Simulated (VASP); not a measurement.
VASP ran on this input.

INCAR:
```
ALGO = Normal
EDIFF = 1E-6
EDIFFG = -0.02
ENCUT = 620
IBRION = 2
ISIF = 3
ISMEAR = 0
LASPH = .True.
LCHARG = .False.
LMAXMIX = 4
LREAL = .False.
LWAVE = .False.
NELM = 100
NSW = 40
PREC = Accurate
PSTRESS = 50
SIGMA = 0.05
SYSTEM = GaN
```

KPOINTS:
```
Automatic mesh
0
Gamma
8 8 5
0 0 0
```

File POSCAR:
```
GaN
1
    1.5666958939    -2.7135968516    -0.0000000000
    1.5666958939     2.7135968516    -0.0000000000
    0.0000000000     0.0000000000     5.1033775597
Ga N
2 2
Direct
  0.6666670000   0.3333330000   0.5001220755
  0.3333330000   0.6666670000   0.0001220755
  0.6666670000   0.3333330000   0.8768779245
  0.3333330000   0.6666670000   0.3768779245
```

POTCAR, in this order: Ga_d N (LDA.64 set). Program: vasp_std.

Q: Translate this LDA calculation to Quantum ESPRESSO's pw.x.

A: One equivalent input (not run):
```
&CONTROL
  calculation = 'vc-relax'
  pseudo_dir = './pseudo'
  outdir = './out'
  tprnfor = .true.
  tstress = .true.
  nstep = 40
  forc_conv_thr = 0.00078
/
&SYSTEM
  ibrav = 0
  nat = 4
  ntyp = 2
  ecutwfc = 84
  occupations = 'smearing'
  smearing = 'gaussian'
  degauss = 0.003675
  input_dft = 'pz'
/
&ELECTRONS
  conv_thr = 7.3e-08
  electron_maxstep = 100
/
&IONS
/
&CELL
  press = 50
/
ATOMIC_SPECIES
  Ga 69.723 Ga.upf
  N 14.007 N.upf
CELL_PARAMETERS angstrom
     1.5666959   -2.7135969   -0.0000000
     1.5666959    2.7135969   -0.0000000
     0.0000000    0.0000000    5.1033776
ATOMIC_POSITIONS crystal
  Ga   0.6666670  0.3333330  0.5001221
  Ga   0.3333330  0.6666670  0.0001221
  N    0.6666670  0.3333330  0.8768779
  N    0.3333330  0.6666670  0.3768779
K_POINTS automatic
  8 8 5 0 0 0
```
The two are equivalent in intent, not identical: the potentials are each code's own (VASP's PAW set, PseudoDojo norm-conserving files in pw.x), so ENCUT and ecutwfc are chosen apart and not converted; conv_thr bounds pw.x's estimated SCF error, while EDIFF bounds the energy change between steps; forc_conv_thr acts on force components and is met together with etot_conv_thr.

The compound is GaN in the wurtzite structure. It was relaxed first under an external pressure of 5 GPa.
